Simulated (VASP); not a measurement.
OSZICAR of a VASP run on CeMg3 (space group Fm-3m):

OSZICAR:
```
...
DAV:   9    -0.128312117070E+02    0.29026E-02   -0.32967E-03   854   0.175E-01    0.188E+01
DAV:  10    -0.128764757971E+02   -0.45264E-01   -0.65537E-03   874   0.379E-01    0.169E+01
DAV:  11    -0.128618677013E+02    0.14608E-01   -0.64100E-04   910   0.159E-01    0.150E+01
DAV:  12    -0.128486498648E+02    0.13218E-01   -0.38430E-04   956   0.108E-01    0.151E+01
DAV:  13    -0.127598984542E+02    0.88751E-01   -0.17984E-02   888   0.751E-01    0.132E+01
DAV:  14    -0.124312276711E+02    0.32867E+00   -0.61011E-01   916   0.376E+00    0.105E+01
DAV:  15    -0.123854967718E+02    0.45731E-01   -0.89107E-02  1024   0.125E+00    0.180E+01
DAV:  16    -0.123821417278E+02    0.33550E-02   -0.22339E-03   848   0.236E-01    0.177E+01
DAV:  17    -0.123839877060E+02   -0.18460E-02   -0.31119E-03   936   0.304E-01    0.817E+00
DAV:  18    -0.123984698507E+02   -0.14482E-01   -0.14472E-02   928   0.502E-01    0.826E+00
DAV:  19    -0.123776879019E+02    0.20782E-01   -0.18613E-02  1008   0.635E-01    0.116E+01
DAV:  20    -0.123834093697E+02   -0.57215E-02   -0.34083E-03   846   0.324E-01    0.768E+00
DAV:  21    -0.123682051987E+02    0.15204E-01   -0.15305E-02   928   0.540E-01    0.797E+00
DAV:  22    -0.123655231277E+02    0.26821E-02   -0.13350E-03  1028   0.150E-01    0.744E+00
DAV:  23    -0.123654102844E+02    0.11284E-03   -0.47493E-05   914   0.310E-02    0.795E+00
DAV:  24    -0.123629127468E+02    0.24975E-02   -0.75825E-04   906   0.116E-01    0.766E+00
DAV:  25    -0.123623220041E+02    0.59074E-03   -0.11668E-04   886   0.402E-02    0.778E+00
DAV:  26    -0.123610942745E+02    0.12277E-02   -0.63749E-04   930   0.919E-02    0.700E+00
DAV:  27    -0.123539912385E+02    0.71030E-02   -0.10533E-02   870   0.455E-01    0.424E+00
DAV:  28    -0.123507237080E+02    0.32675E-02   -0.73248E-03   992   0.367E-01    0.399E+00
DAV:  29    -0.123503285714E+02    0.39514E-03   -0.15042E-03   894   0.160E-01    0.102E+00
DAV:  30    -0.123496509882E+02    0.67758E-03   -0.29184E-03  1032   0.212E-01    0.858E-01
DAV:  31    -0.123495805958E+02    0.70392E-04   -0.29999E-04   946   0.738E-02    0.247E-01
DAV:  32    -0.123495702544E+02    0.10341E-04   -0.47010E-04  1002   0.915E-02    0.253E-01
DAV:  33    -0.123495721721E+02   -0.19177E-05   -0.22557E-05   868   0.237E-02    0.228E-01
DAV:  34    -0.123495619010E+02    0.10271E-04   -0.56752E-05   890   0.335E-02    0.254E-01
DAV:  35    -0.123495630173E+02   -0.11164E-05   -0.43777E-06   648   0.100E-02    0.116E-01
DAV:  36    -0.123495615644E+02    0.14530E-05   -0.45342E-06   652   0.111E-02    0.344E-02
DAV:  37    -0.123495615158E+02    0.48635E-07   -0.97545E-07   422   0.439E-03
   4 F= -.12349562E+02 E0= -.12272693E+02  d E =-.202901E-01  mag=     0.0002
       N       E                     dE             d eps       ncg     rms          rms(c)
DAV:   1    -0.131306748507E+02   -0.78111E+00   -0.74233E+00   928   0.155E+01    0.553E+01
DAV:   2    -0.202438050488E+02   -0.71131E+01   -0.14108E+02   848   0.760E+01    0.137E+02
DAV:   3    -0.167679517653E+02    0.34759E+01   -0.11422E+01   876   0.201E+01    0.635E+01
DAV:   4    -0.136687064532E+02    0.30992E+01   -0.27521E+00   792   0.106E+01    0.418E+01
DAV:   5    -0.125797333235E+02    0.10890E+01   -0.11779E+01   912   0.140E+01    0.402E+01
DAV:   6    -0.125676821020E+02    0.12051E-01   -0.59908E+00   896   0.124E+01    0.248E+01
DAV:   7    -0.123955460273E+02    0.17214E+00   -0.63557E-01   860   0.351E+00    0.509E+00
DAV:   8    -0.124034149361E+02   -0.78689E-02   -0.19997E-02   936   0.595E-01    0.760E+00
DAV:   9    -0.123728014768E+02    0.30613E-01   -0.10282E-01   904   0.131E+00    0.161E+00
DAV:  10    -0.123718551070E+02    0.94637E-03   -0.21043E-03   840   0.213E-01    0.175E+00
DAV:  11    -0.123686682846E+02    0.31868E-02   -0.32673E-02   908   0.730E-01    0.584E+00
DAV:  12    -0.123691966646E+02   -0.52838E-03   -0.12544E-03  1028   0.139E-01    0.581E+00
DAV:  13    -0.123702397950E+02   -0.10431E-02   -0.19604E-03   960   0.187E-01    0.586E+00
DAV:  14    -0.123698405733E+02    0.39922E-03   -0.37130E-04   940   0.836E-02    0.469E+00
DAV:  15    -0.123694480400E+02    0.39253E-03   -0.58432E-04   896   0.951E-02    0.378E+00
DAV:  16    -0.123694519686E+02   -0.39286E-05   -0.16543E-05   794   0.150E-02    0.377E+00
DAV:  17    -0.123693934537E+02    0.58515E-04   -0.62729E-05   788   0.247E-02    0.345E+00
DAV:  18    -0.123690937670E+02    0.29969E-03   -0.98408E-04   898   0.125E-01    0.238E+00
DAV:  19    -0.123690459956E+02    0.47771E-04   -0.24258E-04   938   0.586E-02    0.177E+00
DAV:  20    -0.123690736678E+02   -0.27672E-04   -0.14068E-04   858   0.557E-02    0.171E+00
DAV:  21    -0.123690426169E+02    0.31051E-04   -0.81672E-05   838   0.369E-02    0.805E-01
DAV:  22    -0.123690677491E+02   -0.25132E-04   -0.55252E-05   858   0.391E-02    0.546E-01
DAV:  23    -0.123690406029E+02    0.27146E-04   -0.75496E-05   884   0.374E-02    0.222E-01
DAV:  24    -0.123690369295E+02    0.36734E-05   -0.10418E-05   864   0.121E-02    0.110E-01
DAV:  25    -0.123690390065E+02   -0.20770E-05   -0.22306E-05   828   0.137E-02    0.127E-02
DAV:  26    -0.123690497549E+02   -0.10748E-04   -0.57401E-05   370   0.458E-03    0.148E-02
DAV:  27    -0.123690510763E+02   -0.13214E-05   -0.12344E-05   444   0.343E-03    0.215E-02
DAV:  28    -0.123690509239E+02    0.15249E-06   -0.59659E-07   322   0.510E-03
   5 F= -.12369051E+02 E0= -.12289463E+02  d E =-.397795E-01  mag=     0.0000
       N       E                     dE             d eps       ncg     rms          rms(c)
DAV:   1    -0.123804296713E+02   -0.11379E-01   -0.10687E-01   880   0.201E+00    0.707E+00
DAV:   2    -0.125471451704E+02   -0.16672E+00   -0.18529E+00   884   0.613E+00    0.276E+01
DAV:   3    -0.123682669883E+02    0.17888E+00   -0.91427E-01   860   0.404E+00    0.715E-01
DAV:   4    -0.123702770048E+02   -0.20100E-02   -0.65632E-02  1004   0.751E-01    0.895E-01
DAV:   5    -0.123700481875E+02    0.22882E-03   -0.17166E-03   832   0.201E-01    0.274E-01
DAV:   6    -0.123700517570E+02   -0.35694E-05   -0.90040E-05   964   0.311E-02    0.273E-01
DAV:   7    -0.123699921497E+02    0.59607E-04   -0.30819E-04  1048   0.770E-02    0.809E-02
DAV:   8    -0.123699937533E+02   -0.16035E-05   -0.25708E-05   900   0.223E-02    0.352E-02
DAV:   9    -0.123699935765E+02    0.17681E-06   -0.70502E-06   734   0.140E-02
   6 F= -.12369994E+02 E0= -.12290030E+02  d E =-.407221E-01  mag=     0.0020
       N       E                     dE             d eps       ncg     rms          rms(c)
DAV:   1    -0.124269334025E+02   -0.56940E-01   -0.56846E-01   880   0.457E+00    0.161E+01
DAV:   2    -0.132123734782E+02   -0.78544E+00   -0.94692E+00   908   0.151E+01    0.459E+01
DAV:   3    -0.124006955437E+02    0.81168E+00   -0.23682E+00   872   0.724E+00    0.903E+00
DAV:   4    -0.123706704517E+02    0.30025E-01   -0.41351E-01   928   0.225E+00    0.271E-01
DAV:   5    -0.123710259288E+02   -0.35548E-03   -0.51768E-03   852   0.320E-01    0.603E-01
DAV:   6    -0.123710416665E+02   -0.15738E-04   -0.29552E-04   856   0.686E-02    0.704E-01
DAV:   7    -0.123711211509E+02   -0.79484E-04   -0.39584E-03   960   0.247E-01    0.147E+00
DAV:   8    -0.123709485485E+02    0.17260E-03   -0.56334E-04   910   0.109E-01    0.794E-01
DAV:   9    -0.123709152849E+02    0.33264E-04   -0.15217E-04   930   0.544E-02    0.992E-01
DAV:  10    -0.123708212964E+02    0.93988E-04   -0.44665E-04  1020   0.861E-02    0.605E-01
DAV:  11    -0.123708254233E+02   -0.41269E-05   -0.30317E-04   924   0.702E-02    0.169E-01
DAV:  12    -0.123708385544E+02   -0.13131E-04   -0.20555E-05  1050   0.179E-02    0.786E-02
DAV:  13    -0.123708451116E+02   -0.65572E-05   -0.46541E-06   672   0.112E-02    0.979E-02
DAV:  14    -0.123708411655E+02    0.39461E-05   -0.13932E-06   438   0.701E-03    0.949E-02
DAV:  15    -0.123708406693E+02    0.49621E-06   -0.19116E-07   298   0.308E-03
   7 F= -.12370841E+02 E0= -.12290595E+02  d E =-.847093E-03  mag=    -0.0010
       N       E                     dE             d eps       ncg     rms          rms(c)
DAV:   1    -0.123747872653E+02   -0.39461E-02   -0.34976E-02   852   0.119E+00    0.419E+00
DAV:   2    -0.124464604200E+02   -0.71673E-01   -0.82916E-01   928   0.359E+00    0.198E+01
DAV:   3    -0.123698076152E+02    0.76653E-01   -0.55191E-01   912   0.317E+00    0.527E-01
DAV:   4    -0.123714635125E+02   -0.16559E-02   -0.15350E-02   968   0.411E-01    0.177E+00
DAV:   5    -0.123708378638E+02    0.62565E-03   -0.23547E-03   848   0.244E-01    0.178E-01
DAV:   6    -0.123708077456E+02    0.30118E-04   -0.15439E-04  1020   0.434E-02    0.863E-02
DAV:   7    -0.123708001867E+02    0.75590E-05   -0.14521E-05   854   0.150E-02    0.695E-02
DAV:   8    -0.123708022538E+02   -0.20672E-05   -0.24237E-06   548   0.768E-03    0.800E-02
DAV:   9    -0.123707825053E+02    0.19749E-04   -0.53365E-05   938   0.279E-02    0.436E-02
DAV:  10    -0.123707812222E+02    0.12831E-05   -0.30251E-06   574   0.785E-03    0.349E-02
DAV:  11    -0.123707808591E+02    0.36310E-06   -0.66204E-06   864   0.107E-02
   8 F= -.12370781E+02 E0= -.12290363E+02  d E =-.787283E-03  mag=    -0.0003
       N       E                     dE             d eps       ncg     rms          rms(c)
DAV:   1    -0.123715182368E+02   -0.73701E-03   -0.73526E-03   852   0.541E-01    0.194E+00
DAV:   2    -0.123853706635E+02   -0.13852E-01   -0.15996E-01   912   0.162E+00    0.873E+00
DAV:   3    -0.123705677580E+02    0.14803E-01   -0.10304E-01   912   0.135E+00    0.104E-01
DAV:   4    -0.123708391616E+02   -0.27140E-03   -0.28651E-03   972   0.183E-01    0.741E-01
DAV:   5    -0.123707226762E+02    0.11649E-03   -0.56213E-04   878   0.112E-01    0.691E-02
DAV:   6    -0.123707211511E+02    0.15251E-05   -0.29374E-05   924   0.176E-02    0.583E-02
DAV:   7    -0.123707203436E+02    0.80756E-06   -0.77891E-06   688   0.110E-02
   9 F= -.12370720E+02 E0= -.12290310E+02  d E =-.726767E-03  mag=    -0.0035
```

Problem. Which electronic solver shows in the log?

Solution. It is blocked Davidson (ALGO = Normal, or the opening steps of other solvers). The INCAR had ALGO = Normal.

Problem. How was spin treated?

Solution. Collinear spin (ISPIN = 2): the summary line carries one mag value, 0.00 μB in the cell.

Problem. Can the final energy be trusted as converged?

Solution. The run converged. It stopped with EDIFF = 1E-6, NELM = 100, NSW = 50 and EDIFFG = -0.01 after 9 ionic steps (LDA (Ceperley-Alder, Perdew-Zunger), plane waves, VASP's LDA PAW potentials (set 64)). At this cut-off the stress carries a Pulay error, which pulls relaxed volumes low. Energy and stress use the plane-wave basis of the starting cell. The run has a spin-polarised start.

The structure comes from a computed database's CeMg3 entry; how it stands against other phases isn't given here. This run relaxes it. Symmetry was kept, so distortions that lower it aren't found. The k-mesh is coarse (spacing up to 0.30 per Å, 2π included), so the numbers may not be converged in it. The run is one of a series of settings (EDIFFG = -0.01, IBRION = 2, ISIF = 3, NSW = 50 against the base run), some of them coarse on purpose. VASP warned that the highest band is occupied, so more bands are needed.
